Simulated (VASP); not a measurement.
VASP input:

### INCAR
```
SYSTEM = Li
PREC = Accurate
ENCUT = 520
EDIFF = 1E-6
NELM = 100
ALGO = Normal
LREAL = .FALSE.
LASPH = .TRUE.
ISMEAR = 1
SIGMA = 0.1
GGA = PE
LWAVE = .FALSE.
LCHARG = .FALSE.
ISIF = 2
LSORBIT = .TRUE.
MAGMOM = 0 0 0 0 0 0
GGA_COMPAT = .FALSE.
```

**KPOINTS**
```
Automatic mesh
0
Gamma
8 8 8
0 0 0
```

**POSCAR**
```
Li
1
    0.0000000000     2.9566540000     2.9566540000
    2.9566540000     0.0000000000     2.9566540000
    2.9566540000     2.9566540000     0.0000000000
Li
2
Direct
  0.7500000000   0.7500000000   0.7500000000
  0.5000000000   0.5000000000   0.5000000000
```

POTCAR, in this order: Li_sv (PBE.64 set). Program: vasp_std.

What happens when VASP runs on this input?

There is a fault: LSORBIT needs the non-collinear program vasp_ncl. VASP stops with an error: ERROR: Noncollinear calculations require that VASP is compiled without the flag -DNGXhalf and-DNGZhalf. You probably tried to run a noncollinear calculation (LNONCOLLINEAR=T) with the executable vasp_std. Use vasp_ncl instead! ----> I REFUSE TO CONTINUE WITH THIS SICK JOB ... BYE!!! <----

### standard output
```
 POSCAR found type information on POSCAR Li
 POSCAR found :  1 types and       2 ions
 Reading from existing POTCAR

 -----------------------------------------------------------------------------
|                                                                             |
|     EEEEEEE  RRRRRR   RRRRRR   OOOOOOO  RRRRRR      ###     ###     ###     |
|     E        R     R  R     R  O     O  R     R     ###     ###     ###     |
|     E        R     R  R     R  O     O  R     R     ###     ###     ###     |
|     EEEEE    RRRRRR   RRRRRR   O     O  RRRRRR       #       #       #      |
|     E        R   R    R   R    O     O  R   R                               |
|     E        R    R   R    R   O     O  R    R      ###     ###     ###     |
|     EEEEEEE  R     R  R     R  OOOOOOO  R     R     ###     ###     ###     |
|                                                                             |
|     ERROR: Noncollinear calculations require that VASP is compiled          |
|     without the flag -DNGXhalf and-DNGZhalf.                                |
|     You probably tried to run a noncollinear calculation                    |
|     (LNONCOLLINEAR=T) with the executable vasp_std. Use vasp_ncl            |
|     instead!                                                                |
|                                                                             |
|       ---->  I REFUSE TO CONTINUE WITH THIS SICK JOB ... BYE!!! <----       |
|                                                                             |
 -----------------------------------------------------------------------------
```

To mend it, run vasp_ncl.

The mended run (PBE GGA with spin-orbit coupling, plane waves, VASP's PBE PAW potentials (set 64)) converges, and its OSZICAR ends with
```
   1 F= -.27818939E+01 E0= -.27812730E+01  d E =-.186273E-02  mag=    -0.0000     0.0000    -0.0000
```

The structure was generated: Li was put into the diamond type (Fd-3m), which need not be its known phase. The cell was not relaxed at this level.
